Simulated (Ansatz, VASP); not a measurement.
# Na2CO3 in two plane-wave programs

One calculation is typed for both programs; each brings its own data sets. How far apart do they land? The structure shown is frame 58 of Ansatz's trajectory.

Program: Ansatz 0.2.0. Level of theory: plane waves, with VASP 6.6.1 beside it; single point at PBE. Results are calculated unless marked as measured.

## (1) Starting point

The cell holds 108 atoms: 18 C, 54 O and 36 Na. Cell: a = 11.716 Å, b = 11.716 Å, c = 11.716 Å, α = 90.0°, β = 90.0°, γ = 90.0°. As first built, before any earlier steps moved the atoms (in the runner's words): 36 Na+, 18 CO3 2- placed at random, at 1.97 g/cm^3; overlaps pushed apart, then 10 ps at 1540 K with harmonic planar carbonate ions with charges +1 on C and -1 on O; Joung-Cheatham ions (J. Phys. Chem. B 112, 9020 (2008)); charges of ions scaled by 0.8. Snapshot after 20 ps at 1140 K and fixed volume.

## (2) Ansatz: dynamics, PBE

Ansatz runs on its default PAW (the set named soft_2) files.

One frame of this run of dynamics is then solved in both programs, so the motion causes no difference.

Contents of input.yaml:

```yaml
crystal:
  lattice:
    - [11.71575, 0.0, 0.0]
    - [0.0, 11.71575, 0.0]
    - [0.0, 0.0, 11.71575]
  atoms:
    - { symbol: C, position: [0.31955, 0.09018, 0.60437] }
    - { symbol: O, position: [0.40874, 0.10946, 0.54656] }
    - { symbol: O, position: [0.32669, 0.04444, 0.70223] }
    - { symbol: O, position: [0.23659, 0.14754, 0.58867] }
    - { symbol: C, position: [0.5722, 0.88849, 0.34705] }
    - { symbol: O, position: [0.56732, 0.96339, 0.42737] }
    - { symbol: O, position: [0.49502, 0.87974, 0.27438] }
    - { symbol: O, position: [0.66225, 0.83492, 0.32261] }
    - { symbol: C, position: [0.88152, 0.60498, 0.41878] }
    - { symbol: O, position: [0.85886, 0.70803, 0.43906] }
    - { symbol: O, position: [0.81621, 0.54184, 0.48089] }
    - { symbol: O, position: [0.97588, 0.57783, 0.35933] }
    - { symbol: C, position: [0.67984, 0.21316, 0.76673] }
    - { symbol: O, position: [0.6563, 0.30747, 0.71607] }
    - { symbol: O, position: [0.6392, 0.13161, 0.71416] }
    - { symbol: O, position: [0.76233, 0.19517, 0.83839] }
    - { symbol: C, position: [0.68378, 0.29855, 0.27794] }
    - { symbol: O, position: [0.63011, 0.21379, 0.32052] }
    - { symbol: O, position: [0.71558, 0.29211, 0.17705] }
    - { symbol: O, position: [0.67197, 0.39249, 0.33518] }
    - { symbol: C, position: [0.37289, 0.42354, 0.85245] }
    - { symbol: O, position: [0.36802, 0.35429, 0.77475] }
    - { symbol: O, position: [0.36076, 0.37651, 0.95465] }
    - { symbol: O, position: [0.34156, 0.52063, 0.83309] }
    - { symbol: C, position: [0.56555, 0.73939, 0.6888] }
    - { symbol: O, position: [0.46397, 0.76364, 0.69395] }
    - { symbol: O, position: [0.65028, 0.80742, 0.71194] }
    - { symbol: O, position: [0.58117, 0.63137, 0.66614] }
    - { symbol: C, position: [0.81595, 0.90078, 0.05665] }
    - { symbol: O, position: [0.74789, 0.88967, 0.97357] }
[... 72 atom lines left out ...]
    - { symbol: Na, position: [0.26746, 0.57955, 0.63179] }
    - { symbol: Na, position: [0.50305, 0.45071, 0.67592] }
    - { symbol: Na, position: [0.7426, 0.68764, 0.89767] }
    - { symbol: Na, position: [0.74774, 0.87572, 0.53327] }
    - { symbol: Na, position: [0.65357, 0.11943, 0.4994] }
    - { symbol: Na, position: [0.40544, 0.12316, 0.34104] }
kpoints:
  mp_grid: { grid: [1, 1, 1] }
hamiltonian:
  xc: pbe
scf:
  occupations: { method: fermi_dirac, width: 0.098 }
output:
  forces: true
md:
  timestep: 1.0
  n_steps: 174
  ensemble: nvt_nose_hoover
  temperature: 1140
  initial_velocities: maxwell_boltzmann
  seed: 2617
```

On the command line:

```sh
> ansatz run input.yaml --threads 4 --pin off --max-ram 8192MiB --backend cpu --events-out ev --progress --plain --runs-dir out
```

Numbers of over 12 decimals in the logs are rounded to 6 here.

Log:

```text
Warning: md: disabling space-group detection — thermal motion breaks the input geometry's symmetry, so no spatial operation reduces the k-mesh or symmetrises the density; time reversal is kept, so that k and −k are solved as one point where they differ and the mesh holds both, and exact exchange and, on two spinor components, a DFT+U term hold to it where the run has them: on two components no moment then forms, and  [...]
Engine: ansatz 0.2.0, aarch64-unknown-linux-gnu
Pseudopotentials: kind: paw
Pseudopotential: C, paw, valence charge 4, recommended cutoff 420 eV (normal), C.paw.azcp
Pseudopotential: O, paw, valence charge 6, recommended cutoff 420 eV (normal), O.paw.azcp
Pseudopotential: Na, paw, valence charge 9, recommended cutoff 420 eV (normal), Na.paw.azcp
Functional definition: PBE
  parameter kappa = 0.804
  parameter beta = 0.066725
  exchange = pbe_x(kappa = kappa, mu = beta*pi^2/3)
  correlation = pbe_c(beta = beta)
Crystal: 108 atoms, lattice volume = 1608.090 Å³
Basis set: ecut = 420 eV, 31439 PW (Γ), exchange–correlation on 160×160×160 points (8 copies of the dense FFT grid, shifted against one another)
Bands: 468, of which v1, the nominal top of the filled ones, is band 360 counted from 1 (359 counted from 0)
Symmetry: 1 space group operations
k-points: 1
Non-local potential: C, projectors of the file, l = 0: 2, l = 1: 2, l = 2: 1
Non-local potential: O, projectors of the file, l = 0: 2, l = 1: 2, l = 2: 1
Non-local potential: Na, projectors of the file, l = 0: 3, l = 1: 2, l = 2: 1
PAW form: soft (Blöchl's): semilocal exchange-correlation on the pseudo side does not see the compensation charge
PAW one-centre angular grid: C, 110 points (default); XC on 64 Gauss nodes
PAW one-centre angular grid: O, 110 points (default); XC on 64 Gauss nodes
PAW one-centre angular grid: Na, 110 points (default); XC on 64 Gauss nodes
Initial density: superposition of atomic densities (neutral atoms: chi_scale 0, normalization atom), corrected by the library's trained network
Initial wavefunctions: pseudopotential atomic-orbital guess
Functional: x = pbe(κ = 0.804, μ = 0.219515), c = pbe(β = 0.066725)
SCF iter   1: F=—  HF=-88689.971622 eV  |F-HF|=—  |Δ(HF+E_count)|=         —  Δρ=3.49e-3  dr2=4.29e-1  ethr=1.77e-3  ⟨swp⟩=5.0  Hψ=1774  notcnv=0  defer=76
preconditioner: auto → Resta (q_TF=auto, 2.386 Å⁻¹)  ε∞=2.4  [insulator: Δε(μ)=1.637 eV  Ē_g=20.031 eV  σ=0.098 eV  W_gap=1.00  n_scr=364 (ndim 8)  ℏωp=23.6 eV  f_vac=0.267  D(μ)=0.01/eV (n_scr^D=0)  ε∞_Penn≈2.4]
SCF iter   2: F=—  HF=-88689.889049 eV  |F-HF|=—  |Δ(HF+E_count)|=   8.26e-2  Δρ=1.93e-3  dr2=9.53e-2  ethr=5.96e-5  ⟨swp⟩=2.0  Hψ=714  notcnv=0  defer=76
SCF iter   3: F=—  HF=-88689.884624 eV  |F-HF|=—  |Δ(HF+E_count)|=   4.42e-3  Δρ=9.62e-4  dr2=3.31e-2  ethr=1.32e-5  ⟨swp⟩=2.0  Hψ=680  notcnv=0  defer=76
SCF iter   4: F=—  HF=-88689.883789 eV  |F-HF|=—  |Δ(HF+E_count)|=   8.35e-4  Δρ=6.05e-4  dr2=6.69e-3  ethr=4.60e-6  ⟨swp⟩=2.0  Hψ=573  notcnv=0  defer=76
SCF iter   5: F=—  HF=-88689.883696 eV  |F-HF|=—  |Δ(HF+E_count)|=   9.35e-5  Δρ=2.66e-4  dr2=1.16e-3  ethr=9.29e-7  ⟨swp⟩=3.0  Hψ=826  notcnv=0  defer=92
SCF iter   6: F=—  HF=-88689.883972 eV  |F-HF|=—  |Δ(HF+E_count)|=   2.76e-4  Δρ=1.02e-4  dr2=1.68e-4  ethr=1.61e-7  ⟨swp⟩=3.0  Hψ=663  notcnv=0  defer=92
SCF iter   7: F=—  HF=-88689.884032 eV  |F-HF|=—  |Δ(HF+E_count)|=   5.94e-5  Δρ=4.63e-5  dr2=3.14e-5  ethr=2.33e-8  ⟨swp⟩=3.0  Hψ=578  notcnv=0  defer=92
SCF iter   8: F=—  HF=-88689.883674 eV  |F-HF|=—  |Δ(HF+E_count)|=   3.58e-4  Δρ=1.37e-5  dr2=2.97e-6  ethr=4.36e-9  ⟨swp⟩=2.0  Hψ=734  notcnv=0  defer=92
SCF iter   9: F=—  HF=-88689.883680 eV  |F-HF|=—  |Δ(HF+E_count)|=   6.11e-6  Δρ=8.38e-6  dr2=1.03e-6  ethr=4.13e-10  ⟨swp⟩=2.0  Hψ=700  notcnv=0  defer=92
SCF iter  10: F=—  HF=-88689.883680 eV  |F-HF|=—  |Δ(HF+E_count)|=   3.83e-7  Δρ=2.85e-6  dr2=1.29e-7  ethr=1.43e-10  ⟨swp⟩=2.0  Hψ=653  notcnv=0  defer=92
SCF iter  11: F=-88689.883680 eV  HF=-88689.883680 eV  |F-HF|=2.49e-8  |Δ(HF+E_count)|=   1.15e-7  Δρ=9.31e-7  dr2=1.62e-8  ethr=1.39e-11  ⟨swp⟩=4.0  Hψ=1343  notcnv=0
SCF 1 converged in 11 iterations: F = -88689.883680 eV  dr2 = 1.62e-8
  greatest PAW one-centre occupation: 0.999 electrons in one spin orbital (limit 2), on the Na atom at site 90 (counted from 0), in its partial waves of l = 0
md step     0: t =     0.00 fs  T =  1140.0 K  F+E_penalty+E_count = -88689.88368032 eV  E_kin = 15.767135 eV  conserved = -88674.11654565 eV  (11 SCF iters)
[...]
md step   173: t =   173.00 fs  T =  1437.0 K  F+E_penalty+E_count = -88700.67662946 eV  E_kin = 19.874272 eV  conserved = -88674.18458722 eV  (5 SCF iters)
[...]
md step   174: t =   174.00 fs  T =  1451.3 K  F+E_penalty+E_count = -88700.92991614 eV  E_kin = 20.073298 eV  conserved = -88674.19492964 eV  (9 SCF iters)
SCF converged after 9 iterations
Free energy (F): -88700.929916 eV
Harris-Foulkes:  -88700.929916 eV  (|F-HF|=2.20e-8)
Internal energy: -88700.929172 eV  (E = F + TS)
E sigma→0 (E₀):  -88700.929544 eV
Entropy (-TS):   -0.000744 eV (-0.007 meV/atom)
Fermi energy:    3.966393 eV
--- Per-component energies (eV) ---
  E_band       = -10189.510956
  E_kinetic    = 15511.345602
  E_local      = -81342.548281  (includes V_loc(G=0)·N_el)
  E_nonlocal   = 7241.972782
  E_hartree    = 29932.045796
  E_xc         = -6260.400925
  E_vxc        = -7965.926157  (∫ρ·V_xc dr)
  E_paw        = -19812.367814  (= ΣΔE_a)
  E_vpaw       = -3498.587205  (= ΣTr[D̂ρ^β])
  E_aug_tail   = 0.132957  (compensation charges beyond the density's cutoff)
  E_ewald      = -33971.109289
  E_smearing   = -0.000744  (= −TS)
  E_closure    = -0.000000  (closes the sum)
  Σ components = -88700.929916   (vs F -88700.929916, Δ=0.00e0)
--- Forces (eV/Å), atoms counted from 1 ---
  atom   1  C     -1.81679689     2.58498213    -2.20261233
  atom   2  O      1.67246898     0.05609128    -1.09251633
  atom   3  O      1.89814997    -2.28037519     0.01448923
  atom   4  O     -1.47811704     0.30234014     2.86763715
  atom   5  C     -2.55193030    -0.37389013     0.63964370
  atom   6  O     -0.01063491     1.24711495     2.21394311
  atom   7  O      1.38664141    -0.31839564    -0.49795834
  atom   8  O      1.20241720    -0.07095389    -1.95403514
  atom   9  C     -0.39943881    -1.49431564     1.16567229
  atom  10  O     -1.74880857    -3.21340446     0.79518248
  atom  11  O      0.48101647     2.48183559     0.71640082
  atom  12  O      0.88073533     2.02846332    -1.02229530
  atom  13  C      2.49617796    -5.72076979     4.52624313
  atom  14  O     -4.74993025     4.91036802    -5.68342686
  atom  15  O     -0.18081616     1.04682140    -0.72585660
  atom  16  O      2.16765559     0.01660426     1.84169264
  atom  17  C     -0.15733151    -1.88118608    -2.46868416
  atom  18  O     -0.14789391    -0.67411085    -0.34050216
  atom  19  O     -0.30438215    -1.12569720    -0.44401198
  atom  20  O     -0.24952859     4.04359995     3.64360554
  atom  21  C     -2.20072441     3.44316890     3.61209549
  atom  22  O      2.74182449    -4.12690444    -2.27965192
  atom  23  O      0.31557056    -1.24803300    -2.31737165
  atom  24  O     -0.59114222     1.10653919     0.16765165
[...]
atom 101  Na     1.07830779     0.47555304     0.04388923
  atom 102  Na     0.62220982    -0.47764287     0.55585012
  atom 103  Na     0.35648526     0.36857429     0.23386222
  atom 104  Na    -0.15550467     0.00838719    -0.17178971
  atom 105  Na     0.23678909    -0.22449411     0.07539010
  atom 106  Na     0.07533190    -0.49136693     0.25473277
  atom 107  Na     0.05593562     0.07239742    -0.79008913
  atom 108  Na    -0.29402728    -0.41398172    -0.24571461
  max |Σ_I F_I| component: 8.43e-5 eV/Å
--- MD trajectory: 174 steps, t = 0.0 → 174.0 fs ---
  final state: T = 1451.3 K   F+E_penalty+E_count = -88700.92991614 eV   E_kin = 20.073298 eV
  conserved energy: peak-to-peak 9.414e-2 eV (8.717e-4 eV/atom) over 174.0 fs
```

The column dr2 measures how far the density is from self-consistency, as an energy; F and HF (Harris–Foulkes) agree once it is small.

## (3) VASP: single point, PBE

The same cell, functional, mesh and smearing now go to VASP, with its own data sets.

Lines of VASP's logs that name or quote its potential files are left out, and so is its time.

Contents of INCAR:

```
SYSTEM = Na2CO3
PREC = Accurate
ENCUT = 520
EDIFF = 1E-06
NELM = 120
ISMEAR = -1
SIGMA = 0.098
LREAL = Auto
ALGO = Normal
GGA = PE
NBANDS = 400
LORBIT = 11
LWAVE = .FALSE.
LCHARG = .FALSE.
ISIF = 2
LASPH = .TRUE.
GGA_COMPAT = .FALSE.
EFERMI = MIDGAP
NCORE = 2
```

Contents of POSCAR:

```
Na2CO3
1.0
   11.7157500000      0.0000000000      0.0000000000
    0.0000000000     11.7157500000      0.0000000000
    0.0000000000      0.0000000000     11.7157500000
C O Na
18 54 36
Direct
    0.2942705333      0.1289716834      0.6063290869
    0.5967010221      0.8933444295      0.3584661673
    0.8772464418      0.5856304547      0.4212705119
    0.6755436058      0.1989714700      0.7389369012
    0.6421185157      0.2544267332      0.2545974436
    0.3317756012      0.4604826836      0.8760002561
    0.5875594819      0.7220963233      0.6911465335
    0.8265710689      0.9037150844      0.0272624459
    0.1806883896      0.7880758808      0.2653778034
    0.4646736231      0.0539188699      0.0045110215
    0.3710133794      0.5661267951      0.4502656680
    0.0853893263      0.3970808527      0.5684228496
    0.0938736316      0.0337579754      0.9380449395
    0.9424151249      0.0257004460      0.5090327124
    0.9678765764      0.5099374773      0.9807865480
    0.0867635448      0.7420011523      0.6877323261
    0.1872436677      0.2503552910      0.2078654802
    0.5315323389      0.5851268591      0.1153148539
    0.3657213580      0.1562938779      0.5227151484
    0.3108977232      0.0303949811      0.6791114525
    0.1915626400      0.1680387513      0.6115784307
    0.6088556004      0.9491155069      0.4599705525
    0.4914495444      0.8760600047      0.3207989245
    0.6827305123      0.8364978768      0.3099417451
    0.8679341912      0.6856667307      0.4581610226
    0.8098073107      0.5185754220      0.4739175896
    0.9517273755      0.5663145765      0.3286259949
    0.6354608113      0.3051959968      0.6841388729
    0.6111260483      0.1190704820      0.7051703903
    0.7499135779      0.2097859719      0.8213473316
[... 72 atom lines left out ...]
    0.2781640100      0.5570620746      0.6539060666
    0.5031773467      0.4161406653      0.6741267098
    0.7535838508      0.7021744233      0.9295520987
    0.7581674242      0.8758380812      0.5166207883
    0.6675970382      0.1425772998      0.4716386061
    0.4508631543      0.0700766063      0.3523120586
```

Contents of KPOINTS:

```
Automatic mesh
0
Gamma
1 1 1
0 0 0
```

The projector-augmented-wave data sets are C, O and Na_pv (PBE family, release 64).

On the command line:

```sh
> mpirun -np 8 vasp_gam
```

Log:

```text
[banner, memory and clock lines left out]
running    8 mpi-ranks, on    1 nodes
[...]
LDA part: xc-table for (Slater+PW92), standard interpolation
 POSCAR, INCAR and KPOINTS ok, starting setup
[...]
entering main loop
       N       E                     dE             d eps       ncg     rms          rms(c)
DAV:   1     0.113603055178E+05    0.11360E+05   -0.33092E+05   800   0.200E+03
DAV:   2     0.160867202562E+04   -0.97516E+04   -0.93695E+04   856   0.581E+02
DAV:   3    -0.486344421169E+03   -0.20950E+04   -0.19910E+04   848   0.265E+02
DAV:   4    -0.708816812557E+03   -0.22247E+03   -0.21690E+03   976   0.842E+01
[...]
DAV:  18    -0.639638040127E+03   -0.72935E-05   -0.51389E-05   960   0.207E-02    0.627E-03
DAV:  19    -0.639638041207E+03   -0.10793E-05   -0.99500E-06   904   0.998E-03    0.273E-03
DAV:  20    -0.639638041471E+03   -0.26389E-06   -0.29688E-06   712   0.772E-03
   1 F= -.63963804E+03 E0= -.63963764E+03  d E =-.801838E-03
```

Parts of OUTCAR (step 3):

```text
  FREE ENERGIE OF THE ION-ELECTRON SYSTEM (eV)
  ---------------------------------------------------
  free  energy   TOTEN  =      -639.6380414705 eV

  energy  without entropy=     -639.6372396326  energy(sigma->0) =     -639.63764055
```

The run ends at a pressure of -1.68 GPa, with forces up to 8.1 eV/Å.

## (4) Differences

Known differences besides the potentials themselves: the data sets hold 720 valence electrons in Ansatz (on its default PAW (the set named soft_2) files) and 648 in VASP; the cutoff is 420 eV in Ansatz and 520 eV in VASP (PREC = Accurate, projectors in real space). Total energies have different zeros and are not compared.

Forces on 8 of the 108 atoms, those with the largest forces and the largest differences (eV/Å; atoms numbered as in POSCAR):

```tsv
atom	Ansatz x, y, z	VASP x, y, z
C9	-7.443, 0.320, 0.415	-7.550, 0.402, 0.284
C15	5.883, -4.654, 1.715	6.301, -4.758, 1.680
C17	-0.752, 0.001, 7.557	-0.897, -0.032, 7.433
C18	0.783, 6.027, 1.854	0.862, 5.936, 1.730
O44	4.288, 1.862, 2.258	4.524, 2.022, 2.623
O61	-2.471, 2.651, 0.570	-2.930, 2.969, 0.656
O62	-4.949, 0.343, -1.587	-4.934, 0.355, -1.569
O66	-1.997, -4.692, 1.283	-1.809, -4.678, 1.256
```

The forces differ by 113 meV/Å r.m.s., which is 6.8 % of the r.m.s. force of 1.667 eV/Å (both taken over all components).

## (5) What came out

```yaml
r_m_s_force_difference_single_point_pbe: 6.8 % of the r.m.s. force
```

What this shows: The r.m.s. force difference is 6.8 % of the r.m.s. force (single point, PBE), beyond the 3 % picked in this series as the mark of a large difference. The data sets hold unlike numbers of valence electrons (720 in Ansatz and 648 in VASP), so part of the differences comes from the potentials. What causes the difference of the single point, PBE pair stays open here. 2 further runs of this series are not shown here. Such differences can come from data sets, numerical settings and the points named under the comparisons, not from the functional's error against experiment.

[Lines on the potential files, build, host, timing and source positions are cut from VASP's logs without a mark.]

[Logs are printed without paths, hosts, clocks, repeated set-up lines and the standing remarks that a program may print on its own settings, such as how far it seeks lower states.]

[Hosts, paths, dates, database ids (printed as entryN), source tags and the programs' standing remarks are cut or masked in the printed files.]
